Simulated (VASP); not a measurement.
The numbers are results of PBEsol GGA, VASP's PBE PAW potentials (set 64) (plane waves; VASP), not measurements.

A VASP calculation is set up with these files.

File KPOINTS:
```
K-points
0
G
 17 17 17
0 0 0
```

### INCAR
```
SYSTEM = As
PREC = Accurate
ENCUT = 400
EDIFF = 1E-7
NELM = 100
ALGO = Normal
LREAL = .FALSE.
LASPH = .TRUE.
ISMEAR = -5
GGA = PS
LMAXMIX = 4
LWAVE = .FALSE.
LCHARG = .TRUE.
LORBIT = 11
NEDOS = 601
ISIF = 2
```

File POSCAR:
```
As
1
    0.0000000000     2.1003893414     2.1003893414
    2.1003893414     0.0000000000     2.1003893414
    2.1003893414     2.1003893414     0.0000000000
As
1
Direct
  0.0000000000   0.0000000000   0.0000000000
```

POTCAR, in this order: As (PBE.64 set). Program: vasp_std.

Output

OSZICAR:
```
       N       E                     dE             d eps       ncg     rms          rms(c)
DAV:   1     0.188819232929E+01    0.18882E+01   -0.17963E+03  2010   0.508E+02
DAV:   2    -0.455212867035E+01   -0.64403E+01   -0.63019E+01  2766   0.604E+01
DAV:   3    -0.463417699555E+01   -0.82048E-01   -0.81591E-01  2190   0.691E+00
DAV:   4    -0.463428433090E+01   -0.10734E-03   -0.10770E-03  2994   0.252E-01
DAV:   5    -0.463428437874E+01   -0.47845E-07   -0.48762E-07  2220   0.360E-03    0.208E+00
DAV:   6    -0.462908483653E+01    0.51995E-02   -0.27046E-03  2358   0.329E-01    0.121E+00
DAV:   7    -0.462650381681E+01    0.25810E-02   -0.49013E-03  2040   0.441E-01    0.465E-02
DAV:   8    -0.462650462671E+01   -0.80990E-06   -0.29918E-05  2556   0.528E-02    0.605E-03
DAV:   9    -0.462650498890E+01   -0.36218E-06   -0.24218E-07  2622   0.430E-03    0.305E-03
DAV:  10    -0.462650451657E+01    0.47233E-06   -0.49291E-08  1890   0.174E-03    0.252E-04
DAV:  11    -0.462650455047E+01   -0.33904E-07   -0.24456E-09  1290   0.473E-04
   1 F= -.46265046E+01 E0= -.46265046E+01  d E =0.000000E+00
```

OUTCAR:
```
------------------------ aborting loop because EDIFF is reached ----------------------------------------
  FORCE on cell =-STRESS in cart. coord.  units (eV):
  Direction    XX          YY          ZZ          XY          YZ          ZX
  --------------------------------------------------------------------------------------
  Total       -0.0214111     -0.0214111     -0.0214111     -0.0000000     -0.0000000      0.0000000
  in kB       -1.8510554     -1.8510554     -1.8510554     -0.0000000     -0.0000000      0.0000000
  external PRESSURE =      -1.8510554 kB  Pullay stress =       0.0000000 kB
  volume of cell :       18.53
      direct lattice vectors                 reciprocal lattice vectors
     0.000000000  2.100389341  2.100389341    -0.238051103  0.238051103  0.238051103
     2.100389341  0.000000000  2.100389341     0.238051103 -0.238051103  0.238051103
     2.100389341  2.100389341  0.000000000     0.238051103  0.238051103 -0.238051103
 POSITION                                       TOTAL-FORCE (eV/Angst)
 -----------------------------------------------------------------------------------
      0.00000      0.00000      0.00000        -0.000000      0.000000      0.000000
 -----------------------------------------------------------------------------------
    total drift:                                0.000000      0.000000     -0.000000
  FREE ENERGIE OF THE ION-ELECTRON SYSTEM (eV)
  ---------------------------------------------------
  free  energy   TOTEN  =        -4.6265045505 eV

  energy  without entropy=       -4.6265045505  energy(sigma->0) =       -4.62650455

 total charge

# of ion       s       p       d       tot
------------------------------------------
    1        1.353   1.209   0.056   2.618
```
(Selected blocks of OUTCAR.)

For a metal the tetrahedron method with Blöchl corrections gives inexact stress and forces.

The structure was generated: As was put into the fcc type (Fm-3m), which need not be its known phase. It was relaxed first.
